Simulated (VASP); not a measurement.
Consider the following.

```yaml
crystal:
  lattice:
    - [3.00140, 0.00000, 0.00000]
    - [0.00000, 3.00140, 0.00000]
    - [0.00000, 0.00000, 3.00140]
  atoms:
    - { symbol: Al, position: [0.50000, 0.50000, 0.50000] }
    - { symbol: Ru, position: [0.00000, 0.00000, 0.00000] }
```

Calculation: optB88-vdW, VASP's PBE PAW potentials (set 64) (plane waves; VASP). Run with 520 eV cut-off, 12×12×12 Γ-centred mesh, first-order Methfessel-Paxton smearing of 0.10 eV, potentials Al Ru_pv.

### Question
Give the energy at these volumes per atom, relative to the lowest: 12.72, 13.12, 13.53, 13.93, 14.34 Å³.

### Answer
34.0, 7.9, 0.0, 7.6, 28.4 meV/atom. A third-order Birch-Murnaghan fit gives B0 = 204 GPa and B0′ = 4.5.

The compound is RuAl in the CsCl type structure. It was relaxed first.
